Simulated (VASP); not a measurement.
Calculation: PBEsol GGA, VASP's PBE PAW potentials (set 64) (plane waves; VASP 6.6.1).

A VASP calculation is set up with these files.

**INCAR**
```
! general
SYSTEM  = CoGe
PREC    = Accurate
ENCUT   = 300
LREAL   = .FALSE.
LASPH   = .TRUE.

! electronic loop
EDIFF   = 1E-6
NELM    = 100
ALGO    = Normal
LMAXMIX = 4

! smearing
ISMEAR  = 0
SIGMA   = 0.1

! functional
GGA     = PS

! ions
ISIF    = 2

! output
LWAVE   = .FALSE.
LCHARG  = .FALSE.
```

KPOINTS:
```
Automatic mesh
0
Gamma
5 5 5
0 0 0
```

**POSCAR**
```
CoGe
1
    4.4878810000     0.0000000000     0.0000000000
    0.0000000000     4.4878810000     0.0000000000
    0.0000000000     0.0000000000     4.4878810000
Co Ge
4 4
Direct
  0.1368300000   0.1368300000   0.1368300000
  0.3631700000   0.8631700000   0.6368300000
  0.6368300000   0.3631700000   0.8631700000
  0.8631700000   0.6368300000   0.3631700000
  0.8398100000   0.8398100000   0.8398100000
  0.6601900000   0.1601900000   0.3398100000
  0.3398100000   0.6601900000   0.1601900000
  0.1601900000   0.3398100000   0.6601900000
```

POTCAR, in this order: Co Ge_d (PBE.64 set). Program: vasp_std.

Output of the run:

**OSZICAR**
```
       N       E                     dE             d eps       ncg     rms          rms(c)
DAV:   1     0.810723266511E+03    0.81072E+03   -0.26909E+04  1387   0.330E+03
DAV:   2     0.103709659038E+03   -0.70701E+03   -0.68107E+03  1210   0.784E+02
DAV:   3    -0.486560822262E+02   -0.15237E+03   -0.14735E+03  1231   0.228E+02
DAV:   4    -0.575517995110E+02   -0.88957E+01   -0.88156E+01  1383   0.661E+01
DAV:   5    -0.577501031255E+02   -0.19830E+00   -0.19803E+00  1340   0.103E+01    0.239E+01
DAV:   6    -0.605599689501E+02   -0.28099E+01   -0.73940E+01  1606   0.700E+01    0.210E+01
DAV:   7    -0.530702597786E+02    0.74897E+01   -0.31863E+01  1288   0.545E+01    0.583E+00
DAV:   8    -0.530230113649E+02    0.47248E-01   -0.28772E+00  1350   0.811E+00    0.208E+00
DAV:   9    -0.529663620141E+02    0.56649E-01   -0.21982E-01  1384   0.460E+00    0.485E-01
DAV:  10    -0.529651690546E+02    0.11930E-02   -0.25915E-02  1441   0.124E+00    0.255E-01
DAV:  11    -0.529647506261E+02    0.41843E-03   -0.21238E-03  1555   0.450E-01    0.110E-01
DAV:  12    -0.529647615569E+02   -0.10931E-04   -0.23641E-04  1433   0.169E-01    0.273E-02
DAV:  13    -0.529647553401E+02    0.62167E-05   -0.40033E-05  1776   0.659E-02    0.449E-03
DAV:  14    -0.529647558288E+02   -0.48861E-06   -0.75175E-06  1180   0.222E-02
   1 F= -.52964756E+02 E0= -.52958800E+02  d E =-.119107E-01
```

OUTCAR:
```
------------------------ aborting loop because EDIFF is reached ----------------------------------------
  FORCE on cell =-STRESS in cart. coord.  units (eV):
  Direction    XX          YY          ZZ          XY          YZ          ZX
  --------------------------------------------------------------------------------------
  Total        6.4067188      6.4067188      6.4067188      0.0000000      0.0000000      0.0000000
  in kB      113.5591804    113.5591804    113.5591804      0.0000000      0.0000000      0.0000000
  external PRESSURE =     113.5591804 kB  Pullay stress =       0.0000000 kB
  volume of cell :       90.39
      direct lattice vectors                 reciprocal lattice vectors
     4.487881000  0.000000000  0.000000000     0.222822307  0.000000000  0.000000000
     0.000000000  4.487881000  0.000000000     0.000000000  0.222822307  0.000000000
     0.000000000  0.000000000  4.487881000     0.000000000  0.000000000  0.222822307
 POSITION                                       TOTAL-FORCE (eV/Angst)
 -----------------------------------------------------------------------------------
      0.61408      0.61408      0.61408         0.169080      0.169080      0.169080
      1.62986      3.87380      2.85802        -0.169080     -0.169080      0.169080
      2.85802      1.62986      3.87380         0.169080     -0.169080     -0.169080
      3.87380      2.85802      1.62986        -0.169080      0.169080     -0.169080
      3.76897      3.76897      3.76897         0.063141      0.063141      0.063141
      2.96285      0.71891      1.52503        -0.063141     -0.063141      0.063141
      1.52503      2.96285      0.71891         0.063141     -0.063141     -0.063141
      0.71891      1.52503      2.96285        -0.063141      0.063141     -0.063141
 -----------------------------------------------------------------------------------
    total drift:                                0.000005      0.000005      0.000000
  FREE ENERGIE OF THE ION-ELECTRON SYSTEM (eV)
  ---------------------------------------------------
  free  energy   TOTEN  =       -52.9647558288 eV

  energy  without entropy=      -52.9528451216  energy(sigma->0) =      -52.95880048
```
(Selected blocks of OUTCAR.)

At this cut-off the stress carries a Pulay error, which pulls relaxed volumes low.

The structure comes from a computed database's CoGe entry; how it stands against other phases isn't given here. The cell was not relaxed at this level, and its volume differs by -5.9 % from the start's. The run is not spin-polarised, so no magnetic state was tried.
